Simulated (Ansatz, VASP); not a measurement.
**SrTiO3 (Tausonite) in two plane-wave programs**

Aim: how closely do two programs agree when they are given the same cell, functional and k mesh?

Method: plane waves, with VASP 6.6.1 beside it; band structure at PBE and single point at PBE, in Ansatz 0.2.0.

## Step 1: The starting structure

The structure is cubic, space group Pm-3m (No. 221). The conventional cell has a = 3.905 Å, b = 3.905 Å, c = 3.905 Å, α = 90.00°, β = 90.00°, γ = 90.00°. Nearest to Sr lie 12 O at 2.76 Å. Nearest to Ti lie 6 O at 1.95 Å. Nearest to O lie 2 Ti at 1.95 Å and 4 Sr at 2.76 Å. Farther neighbours and most contacts between anions are not listed.

## Step 2: VASP: band structure, PBE

Levels along a path test the potential and the projectors away from the mesh points.

Lines of VASP's logs that name or quote its potential files are left out, and so is its time.

INCAR reads:

```
SYSTEM = SrTiO3
PREC = Accurate
ENCUT = 440
EDIFF = 1E-08
NELM = 100
ISMEAR = 0
SIGMA = 0.01
LREAL = .FALSE.
ALGO = Normal
GGA = PE
NBANDS = 26
LASPH = .TRUE.
LORBIT = 11
LWAVE = .TRUE.
LCHARG = .FALSE.
KPAR = 8
```

POSCAR reads:

```
SrTiO3
1.0
    3.9052800000      0.0000000000      0.0000000000
    0.0000000000      3.9052800000      0.0000000000
    0.0000000000      0.0000000000      3.9052800000
Sr Ti O
1 1 3
Direct
    0.5000000000      0.5000000000      0.5000000000
    0.0000000000      0.0000000000      0.0000000000
    0.5000000000      0.0000000000      0.0000000000
    0.0000000000      0.5000000000      0.0000000000
    0.0000000000      0.0000000000      0.5000000000
```

KPOINTS reads:

```
Automatic mesh
0
Gamma
4 4 4
0 0 0
```

KPOINTS_OPT reads:

```
Line mode
12
Line-mode
Reciprocal
  0.00000000   0.00000000   0.00000000 GAMMA
  0.00000000   0.50000000   0.00000000 X

  0.00000000   0.50000000   0.00000000 X
  0.50000000   0.50000000   0.00000000 M

  0.50000000   0.50000000   0.00000000 M
  0.00000000   0.00000000   0.00000000 GAMMA

  0.00000000   0.00000000   0.00000000 GAMMA
  0.50000000   0.50000000   0.50000000 R

  0.50000000   0.50000000   0.50000000 R
  0.00000000   0.50000000   0.00000000 X

  0.50000000   0.50000000   0.00000000 M
  0.50000000   0.50000000   0.50000000 R
```

Potentials, in the order of the species: Sr_sv_GW, Ti_sv_GW and O_GW (PBE family, release 64).

Launch:

```console
$ mpirun -np 8 vasp_std
```

Numbers of over 12 decimals in the logs are rounded to 6 here.

The log of the run:

```text
[banner, memory and clock lines left out]
running    8 mpi-ranks, on    1 nodes
 distrk:  each k-point on    1 cores,    8 groups
 distr:  one band on    1 cores,    1 groups

 POSCAR found type information on POSCAR SrTiO
 POSCAR found :  3 types and       5 ions
|                                                                             |
|           W    W    AA    RRRRR   N    N  II  N    N   GGGG   !!!           |
|           W    W   A  A   R    R  NN   N  II  NN   N  G    G  !!!           |
|           W    W  A    A  R    R  N N  N  II  N N  N  G       !!!           |
|           W WW W  AAAAAA  RRRRR   N  N N  II  N  N N  G  GGG   !            |
|           WW  WW  A    A  R   R   N   NN  II  N   NN  G    G                |
|           W    W  A    A  R    R  N    N  II  N    N   GGGG   !!!           |
|                                                                             |
|     For optimal performance we recommend to set                             |
|       NCORE = 2 up to number-of-cores-per-socket                            |
|     NCORE specifies how many cores store one orbital (NPAR=cpu/NCORE).      |
|     This setting can greatly improve the performance of VASP for DFT.       |
|     The default, NCORE=1 might be grossly inefficient on modern             |
|     multi-core architectures or massively parallel machines. Do your        |
|     Unfortunately you need to use the default for GW and RPA                |
|     calculations (for HF NCORE is supported but not extensively tested      |
|     yet).                                                                   |
|                                                                             |

 LDA part: xc-table for (Slater+PW92), standard interpolation
 POSCAR, INCAR and KPOINTS ok, starting setup
 FFT: planning ... GRIDC
 FFT: planning ... GRID_SOFT
 FFT: planning ... GRID
 WAVECAR not read
 entering main loop
       N       E                     dE             d eps       ncg     rms          rms(c)
DAV:   1     0.461361890204E+03    0.46136E+03   -0.19493E+04   600   0.144E+03
DAV:   2    -0.162130788419E+02   -0.47757E+03   -0.45673E+03   846   0.686E+02
DAV:   3    -0.601546498016E+02   -0.43942E+02   -0.43632E+02   860   0.229E+02
DAV:   4    -0.617528415524E+02   -0.15982E+01   -0.15924E+01   872   0.366E+01
DAV:   5    -0.618376570499E+02   -0.84815E-01   -0.84686E-01   832   0.722E+00    0.222E+01
DAV:   6    -0.475277378331E+02    0.14310E+02   -0.74580E+01   950   0.904E+01    0.202E+01
DAV:   7    -0.472855649086E+02    0.24217E+00   -0.58758E+00   936   0.315E+01    0.715E+00
DAV:   8    -0.471481528600E+02    0.13741E+00   -0.77131E-01   920   0.135E+01    0.249E+00
DAV:   9    -0.471092261769E+02    0.38927E-01   -0.24835E-01   896   0.863E+00    0.145E+00
DAV:  10    -0.471037081594E+02    0.55180E-02   -0.57223E-02   880   0.218E+00    0.604E-01
DAV:  11    -0.471028509877E+02    0.85717E-03   -0.18750E-02   912   0.137E+00    0.464E-01
DAV:  12    -0.471023180439E+02    0.53294E-03   -0.26596E-03   936   0.839E-01    0.179E-01
DAV:  13    -0.471023748470E+02   -0.56803E-04   -0.22374E-04   896   0.239E-01    0.132E-01
DAV:  14    -0.471023277295E+02    0.47117E-04   -0.16268E-04   960   0.194E-01    0.152E-02
DAV:  15    -0.471023283294E+02   -0.59984E-06   -0.75273E-06   800   0.301E-02    0.385E-03
DAV:  16    -0.471023283896E+02   -0.60211E-07   -0.32970E-07   920   0.586E-03    0.727E-03
DAV:  17    -0.471023282122E+02    0.17736E-06   -0.12333E-07   784   0.588E-03    0.456E-03
DAV:  18    -0.471023280638E+02    0.14836E-06   -0.38066E-07   896   0.995E-03    0.623E-03
DAV:  19    -0.471023280834E+02   -0.19572E-07   -0.36954E-08   624   0.174E-03    0.422E-03
DAV:  20    -0.471023280900E+02   -0.65343E-08   -0.21685E-09   456   0.789E-04
   1 F= -.47102328E+02 E0= -.47102328E+02  d E =-.258681-175
 Start KPOINTS_OPT (optional k-point list driver)
k-point batch [1-10\72]
       N       E                     dE             ncg
DAV:   1     0.137291772266E+04   -0.14539E+04      560
DAV:   2    -0.338417698397E+04   -0.47571E+04      830
DAV:   3    -0.390116796316E+04   -0.51699E+03      874
DAV:   4    -0.394134772969E+04   -0.40180E+02      912
DAV:   5    -0.394421950626E+04   -0.28718E+01      792
DAV:   6    -0.394450422749E+04   -0.28472E+00      880
DAV:   7    -0.394451777783E+04   -0.13550E-01      792
DAV:   8    -0.394451874528E+04   -0.96745E-03      880
DAV:   9    -0.394451878355E+04   -0.38270E-04      808
DAV:  10    -0.394451878471E+04   -0.11651E-05      856
DAV:  11    -0.394451878476E+04   -0.44840E-07      624
DAV:  12    -0.394451878476E+04   -0.37685E-08      496
[...]
k-point batch [71-72\72]
       N       E                     dE             ncg
DAV:   1     0.116935852419E+05   -0.25938E+04      112
DAV:   2     0.106982319404E+05   -0.99535E+03      166
DAV:   3     0.105900329708E+05   -0.10820E+03      174
DAV:   4     0.105855058937E+05   -0.45271E+01      192
DAV:   5     0.105853884934E+05   -0.11740E+00      152
DAV:   6     0.105853798729E+05   -0.86205E-02      200
DAV:   7     0.105853796831E+05   -0.18977E-03      160
DAV:   8     0.105853796764E+05   -0.67310E-05      184
DAV:   9     0.105853796761E+05   -0.31244E-06      168
DAV:  10     0.105853796761E+05   -0.26273E-07      168
DAV:  11     0.105853796761E+05   -0.70941E-10      120
 writing wavefunctions
```

Parts of OUTCAR (step 2):

```text
ion  position               nearest neighbor table
   1  0.500  0.500  0.500-   3 2.76   4 2.76   5 2.76   3 2.76   4 2.76   3 2.76   5 2.76   3 2.76
                             4 2.76   5 2.76   4 2.76   5 2.76
   2  0.000  0.000  0.000-   3 1.95   4 1.95   5 1.95   5 1.95   4 1.95   3 1.95
   3  0.500  0.000  0.000-   2 1.95   2 1.95   1 2.76   1 2.76   1 2.76   1 2.76
   4  0.000  0.500  0.000-   2 1.95   2 1.95   1 2.76   1 2.76   1 2.76   1 2.76
   5  0.000  0.000  0.500-   2 1.95   2 1.95   1 2.76   1 2.76   1 2.76   1 2.76

  LATTYP: Found a simple cubic cell.
 ALAT       =     3.9052800000

 Subroutine GETGRP returns: Found 48 space group operations
 (whereof 48 operations were pure point group operations)

The static configuration has the point symmetry O_h .

 Found     10 irreducible k-points:

   k-points           NKPTS =     10   k-points in BZ     NKDIM =     10   number of bands    NBANDS=     26

   dimension x,y,z NGX =    28 NGY =   28 NGZ =   28
   dimension x,y,z NGXF=    56 NGYF=   56 NGZF=   56

   ENCUT  =  440.0 eV  32.34 Ry    5.69 a.u.   6.68  6.68  6.68*2*pi/ulx,y,z

   NELECT =      40.0000    total number of electrons

 k-points in reciprocal lattice and weights: Automatic mesh
   0.00000000  0.00000000  0.00000000       0.016
   0.25000000  0.00000000  0.00000000       0.094
   0.50000000  0.00000000  0.00000000       0.047
   0.25000000  0.25000000  0.00000000       0.188
   0.50000000  0.25000000  0.00000000       0.188
   0.50000000  0.50000000  0.00000000       0.047
   0.25000000  0.25000000  0.25000000       0.125
   0.50000000  0.25000000  0.25000000       0.188
   0.50000000  0.50000000  0.25000000       0.094
   0.50000000  0.50000000  0.50000000       0.016

 average (electrostatic) potential at core
       1 -54.1526       2 -98.6637       3 -68.6482       4 -68.6482       5 -68.6482

 E-fermi :   5.2256

 k-point     1 :       0.0000    0.0000    0.0000
  band No.  band energies     occupation
    ...
     16       3.8513      2.00000
     17       3.8513      2.00000
     18       4.6709      2.00000
     19       4.6709      2.00000
     20       4.6709      2.00000
     21       6.8843      0.00000
     22       6.8843      0.00000
     23       6.8843      0.00000
     24       9.3413      0.00000
     25       9.3425      0.00000
    ...

 k-point     2 :       0.2500    0.0000    0.0000
  band No.  band energies     occupation
    ...
     16       3.2139      2.00000
     17       3.3571      2.00000
     18       3.4158      2.00000
     19       4.4301      2.00000
     20       4.4301      2.00000
     21       6.9647      0.00000
     22       7.9439      0.00000
     23       7.9439      0.00000
     24       9.3503      0.00000
     25      10.6773      0.00000
    ...

 k-point     3 :       0.5000    0.0000    0.0000
  band No.  band energies     occupation
    ...
     16       2.6735      2.00000
     17       2.6735      2.00000
     18       3.0503      2.00000
     19       4.2968      2.00000
     20       4.2968      2.00000
     21       7.0491      0.00000
     22       8.8102      0.00000
     23       8.8102      0.00000
     24       9.3559      0.00000
     25      11.6982      0.00000
    ...

  Total        0.3900721      0.3900721      0.3900721      0.0000000     -0.0000000      0.0000000
  in kB       10.4929830     10.4929830     10.4929830      0.0000000     -0.0000000      0.0000000
  external PRESSURE =      10.4929830 kB  Pullay stress =       0.0000000 kB

  energy-cutoff  :      440.00
  volume of cell :       59.56
      direct lattice vectors                 reciprocal lattice vectors
     3.905280000  0.000000000  0.000000000     0.256063586  0.000000000  0.000000000
     0.000000000  3.905280000  0.000000000     0.000000000  0.256063586  0.000000000
     0.000000000  0.000000000  3.905280000     0.000000000  0.000000000  0.256063586

 POSITION                                       TOTAL-FORCE (eV/Angst)
 -----------------------------------------------------------------------------------
      1.95264      1.95264      1.95264         0.000000      0.000000      0.000000
      0.00000      0.00000      0.00000         0.000000      0.000000      0.000000
      1.95264      0.00000      0.00000         0.000000      0.000000      0.000000
      0.00000      1.95264      0.00000         0.000000      0.000000      0.000000
      0.00000      0.00000      1.95264         0.000000      0.000000      0.000000
 -----------------------------------------------------------------------------------
    total drift:                               -0.000000      0.000000     -0.000000

  FREE ENERGIE OF THE ION-ELECTRON SYSTEM (eV)
  ---------------------------------------------------
  free  energy   TOTEN  =       -47.1023280900 eV

  energy  without entropy=      -47.1023280900  energy(sigma->0) =      -47.10232809

 total charge
# of ion       s       p       d       f       tot
--------------------------------------------------
    1        2.240   5.928   0.306   0.037   8.511
    2        2.236   6.154   1.430   0.045   9.865
    3        1.546   3.458   0.000   0.000   5.004
    4        1.546   3.458   0.000   0.000   5.004
    5        1.546   3.458   0.000   0.000   5.004
--------------------------------------------------
tot          9.114  22.456   1.736   0.082  33.388

[... 3 further parts left out ...]
```

This run has no spin polarisation, so a moment on Ti, if there is one, isn't seen.

## Step 3: Ansatz: band structure, PBE

Ansatz runs on its default PAW (the set named soft_2) files.

The same cell, functional, mesh and smearing now go to Ansatz, which takes its cutoff from its data sets.

input.yaml reads:

```yaml
crystal:
  lattice:
    - [3.90528, 0.0, 0.0]
    - [0.0, 3.90528, 0.0]
    - [0.0, 0.0, 3.90528]
  atoms:
    - { symbol: Sr, position: [0.5, 0.5, 0.5] }
    - { symbol: Ti, position: [0.0, 0.0, 0.0] }
    - { symbol: O, position: [0.5, 0.0, 0.0] }
    - { symbol: O, position: [0.0, 0.5, 0.0] }
    - { symbol: O, position: [0.0, 0.0, 0.5] }
hamiltonian:
  xc: pbe
  pseudopotentials: { kind: paw }
kpoints:
  mp_grid: { grid: [4, 4, 4] }
  band_path:
    path:
      - [0.0, 0.0, 0.0]
      - [0.0, 0.09091, 0.0]
      - [0.0, 0.18182, 0.0]
      - [0.0, 0.31818, 0.0]
      - [0.0, 0.40909, 0.0]
      - [0.0, 0.5, 0.0]
      - [0.09091, 0.5, 0.0]
      - [0.22727, 0.5, 0.0]
      - [0.31818, 0.5, 0.0]
      - [0.45455, 0.5, 0.0]
      - [0.5, 0.5, 0.0]
      - [0.40909, 0.40909, 0.0]
      - [0.27273, 0.27273, 0.0]
      - [0.18182, 0.18182, 0.0]
      - [0.04545, 0.04545, 0.0]
      - [0.0, 0.0, 0.0]
      - [0.13636, 0.13636, 0.13636]
      - [0.22727, 0.22727, 0.22727]
      - [0.36364, 0.36364, 0.36364]
      - [0.45455, 0.45455, 0.45455]
      - [0.5, 0.5, 0.5]
      - [0.36364, 0.5, 0.36364]
      - [0.27273, 0.5, 0.27273]
      - [0.13636, 0.5, 0.13636]
      - [0.04545, 0.5, 0.04545]
      - [0.5, 0.5, 0.04545]
      - [0.5, 0.5, 0.13636]
      - [0.5, 0.5, 0.27273]
      - [0.5, 0.5, 0.36364]
      - [0.5, 0.5, 0.5]
    npoints: 1
scf:
  occupations: { method: gaussian, width: 0.01 }
  n_extra_bands: 8
output:
  forces: true
  stress: true
  eigenvalues: true
  write_density: true
  write_potential: true
  elf: true
  volumetric_format: npy
```

Launch:

```console
$ ansatz run input.yaml --threads 2 --pin off --max-ram 4608MiB --backend cpu --events-out ev --progress --plain --runs-dir out
```

The log of the run:

```text
scf.n_extra_bands = 8 over 20 filled bands (N_el = 40.0): the run solves 28 bands
Engine: ansatz 0.2.0, aarch64-unknown-linux-gnu
Pseudopotentials: kind: paw
Pseudopotential: Sr, paw, valence charge 10, recommended cutoff 420 eV (normal), Sr.paw.azcp
Pseudopotential: Ti, paw, valence charge 12, recommended cutoff 420 eV (normal), Ti.paw.azcp
Pseudopotential: O, paw, valence charge 6, recommended cutoff 420 eV (normal), O.paw.azcp
Functional definition: PBE
  parameter kappa = 0.804
  parameter beta = 0.066725
  exchange = pbe_x(kappa = kappa, mu = beta*pi^2/3)
  correlation = pbe_c(beta = beta)
Crystal: 5 atoms, lattice volume = 59.560 Å³
Basis set: ecut = 420 eV, 1189 PW (Γ), exchange–correlation on 54×54×54 points (8 copies of the dense FFT grid, shifted against one another)
Bands: 28, of which v1, the nominal top of the filled ones, is band 20 counted from 1 (19 counted from 0)
Symmetry: 48 space group operations
Space group: Pm-3m (ITA 221), of the structure as read, at distance tolerance 3.9e-5 Å
k-points: 10 of 64
Non-local potential: Sr, projectors of the file, l = 0: 3, l = 1: 2, l = 2: 2
Non-local potential: Ti, projectors of the file, l = 0: 3, l = 1: 2, l = 2: 3, l = 3: 1
Non-local potential: O, projectors of the file, l = 0: 2, l = 1: 2, l = 2: 1
PAW form: soft (Blöchl's): semilocal exchange-correlation on the pseudo side does not see the compensation charge
PAW one-centre angular grid: Sr, 110 points (default); XC on 64 Gauss nodes
PAW one-centre angular grid: Ti, 590 points (default); XC on 64 Gauss nodes
PAW one-centre angular grid: O, 110 points (default); XC on 64 Gauss nodes
Initial density: superposition of atomic densities (neutral atoms: chi_scale 0, normalization atom), corrected by the library's trained network
Initial wavefunctions: pseudopotential atomic-orbital guess
Functional: x = pbe(κ = 0.804, μ = 0.219515), c = pbe(β = 0.066725)
SCF iter   1: F=—  HF=-7754.447581 eV  |F-HF|=—  |Δ(HF+E_count)|=         —  Δρ=1.88e-3  dr2=1.21e-3  ethr=1.77e-3  ⟨swp⟩=7.8  Hψ=1464  notcnv=0
preconditioner: auto → Resta (q_TF=auto, 2.553 Å⁻¹)  ε∞=4.8  [insulator: Δε(μ)=1.868 eV  Ē_g=13.461 eV  σ=0.010 eV  W_gap=1.00  n_scr=18 (ndim 8)  ℏωp=26.4 eV  f_vac=0.000  D(μ)=0.00/eV (n_scr^D=0)  ε∞_Penn≈4.8]
SCF iter   2: F=—  HF=-7754.449987 eV  |F-HF|=—  |Δ(HF+E_count)|=   2.41e-3  Δρ=7.69e-4  dr2=1.42e-4  ethr=3.02e-6  ⟨swp⟩=3.0  Hψ=628  notcnv=0  defer=36
SCF iter   3: F=—  HF=-7754.450066 eV  |F-HF|=—  |Δ(HF+E_count)|=   7.93e-5  Δρ=4.00e-4  dr2=3.05e-5  ethr=3.54e-7  ⟨swp⟩=2.0  Hψ=329  notcnv=0  defer=36
SCF iter   4: F=—  HF=-7754.450762 eV  |F-HF|=—  |Δ(HF+E_count)|=   6.96e-4  Δρ=4.73e-5  dr2=1.34e-6  ethr=7.62e-8  ⟨swp⟩=2.0  Hψ=392  notcnv=0  defer=36
SCF iter   5: F=—  HF=-7754.450762 eV  |F-HF|=—  |Δ(HF+E_count)|=   3.41e-7  Δρ=1.15e-5  dr2=1.57e-7  ethr=3.35e-9  ⟨swp⟩=2.5  Hψ=361  notcnv=0  defer=36
SCF iter   6: F=-7754.450762 eV  HF=-7754.450762 eV  |F-HF|=1.06e-8  |Δ(HF+E_count)|=   1.17e-8  Δρ=3.48e-6  dr2=1.64e-8  ethr=2.50e-10  ⟨swp⟩=12.4  Hψ=1853  notcnv=0
SCF 1 converged in 6 iterations: F = -7754.450762 eV  dr2 = 1.64e-8
  greatest PAW one-centre occupation: 0.999 electrons in one spin orbital (limit 2), on the Ti atom at site 1 (counted from 0), in its partial waves of l = 0
NSCF: frozen V_eff on 30 k-points
SCF converged after 6 iterations
Free energy (F): -7754.450762 eV
Harris-Foulkes:  -7754.450762 eV  (|F-HF|=1.06e-8)
Internal energy: -7754.450762 eV  (E = F + TS)
E sigma→0 (E₀):  -7754.450762 eV
Fermi energy:    10.929680 eV
--- Per-component energies (eV) ---
  E_band       = -204.956526
  E_kinetic    = 1048.538594
  E_local      = -2384.305276  (includes V_loc(G=0)·N_el)
  E_nonlocal   = 347.994102
  E_hartree    = 834.819083
  E_xc         = -496.670513
  E_vxc        = -572.525318  (∫ρ·V_xc dr)
  E_paw        = -4213.739385  (= ΣΔE_a)
  E_vpaw       = -314.309089  (= ΣTr[D̂ρ^β])
  E_aug_tail   = 0.007575  (compensation charges beyond the density's cutoff)
  E_ewald      = -2891.094941
  E_smearing   = -0.000000  (= −TS)
  E_closure    = 0.000000  (closes the sum)
  Σ components = -7754.450762   (vs F -7754.450762, Δ=0.00e0)
--- Forces (eV/Å), atoms counted from 1 ---
  atom   1  Sr     0.00000000    -0.00000000    -0.00000000
  atom   2  Ti    -0.00000000    -0.00000000     0.00000000
  atom   3  O      0.00000000    -0.00000000     0.00000000
  atom   4  O      0.00000000     0.00000000    -0.00000000
  atom   5  O      0.00000000     0.00000000     0.00000000
  max |Σ_I F_I| component: 2.57e-29 eV/Å
--- Stress (GPa, compression-positive) ---
        4.331459       0.000000      -0.000000
       -0.000000       4.331459      -0.000000
        0.000000      -0.000000       4.331459
  P = ⅓ Tr σ = 4.3315 GPa (43.315 kbar)
--- Band table (eV; the first three rows and the last of 10) ---
  k-point 0: bands = [... 16 lower, 8.8231, 9.6502, 9.6502, 9.6502, 11.8634, 11.8634, 11.8634, 14.3204, ... 4 higher]
  k-point 1: bands = [... 16 lower, 8.3326, 8.3901, 9.4082, 9.4082, 11.9437, 12.9205, 12.9205, 14.3295, ... 4 higher]
  k-point 2: bands = [... 16 lower, 7.6457, 8.0230, 9.2741, 9.2741, 12.0280, 13.7840, 13.7840, 14.3349, ... 4 higher]
  k-point 9: bands = [... 16 lower, 6.2708, 9.9960, 9.9960, 9.9960, 14.4645, 14.4645, 14.4645, 16.9699, ... 4 higher]
```

Run time: 2.4 s. Hardware: 2 threads of Arm Neoverse N1, shared host; peak memory 0.31 GiB.

## Step 4: Comparison

Known differences besides the potentials themselves: the cutoff is 420 eV in Ansatz and 440 eV in VASP. Total energies have different zeros and are not compared.

Both answers:

```csv
quantity,Ansatz,VASP,difference
gap over the path points (eV),1.867,1.858,+0.010
```

Levels at points of the path, from each program's valence-band top (eV; 4 filled, then empty):

```
k (reciprocal lattice)                                  Ansatz                                    VASP
     0.000 0.000 0.000  -1.17 -0.35 -0.35 -0.35 1.87 1.87 1.87  -1.18 -0.36 -0.36 -0.36 1.86 1.86 1.86
     0.000 0.091 0.000  -1.25 -0.62 -0.41 -0.41 1.88 2.06 2.06  -1.25 -0.62 -0.41 -0.41 1.87 2.05 2.05
     0.000 0.182 0.000  -1.44 -1.21 -0.51 -0.51 1.91 2.53 2.53  -1.44 -1.22 -0.52 -0.52 1.90 2.52 2.52
     0.000 0.318 0.000  -2.04 -1.76 -0.65 -0.65 1.98 3.29 3.29  -2.04 -1.77 -0.66 -0.66 1.97 3.29 3.29
     0.000 0.409 0.000  -2.26 -1.92 -0.70 -0.70 2.02 3.66 3.66  -2.27 -1.92 -0.71 -0.71 2.01 3.65 3.65
     0.000 0.500 0.000  -2.35 -1.97 -0.72 -0.72 2.03 3.79 3.79  -2.35 -1.98 -0.73 -0.73 2.02 3.78 3.78
     0.091 0.500 0.000  -2.15 -1.58 -0.92 -0.84 2.20 3.79 3.79  -2.16 -1.58 -0.92 -0.85 2.19 3.78 3.79
     0.227 0.500 0.000  -1.92 -1.41 -1.25 -0.75 2.87 3.79 3.88  -1.92 -1.42 -1.25 -0.75 2.86 3.79 3.88
     0.318 0.500 0.000  -1.74 -1.54 -1.50 -0.37 3.33 3.79 4.03  -1.75 -1.54 -1.50 -0.37 3.33 3.79 4.02
     0.455 0.500 0.000  -1.70 -1.57 -1.56 -0.10 3.77 3.80 4.23  -1.71 -1.58 -1.56 -0.10 3.76 3.79 4.23
```

Among the levels compared at these points, filled levels agree within 10 meV and empty ones within 10 meV. Not compared: the pressure (VASP's GW data sets at this cutoff don't carry it).

[end of part 1 of 2]

[Lines on the potential files, build, host, timing and source positions are cut from VASP's logs without a mark.]

[Logs are printed without paths, hosts, clocks, repeated set-up lines and the standing remarks that a program may print on its own settings, such as how far it seeks lower states.]

[Hosts, paths, dates, database ids (printed as entryN), source tags and the programs' standing remarks are cut or masked in the printed files.]
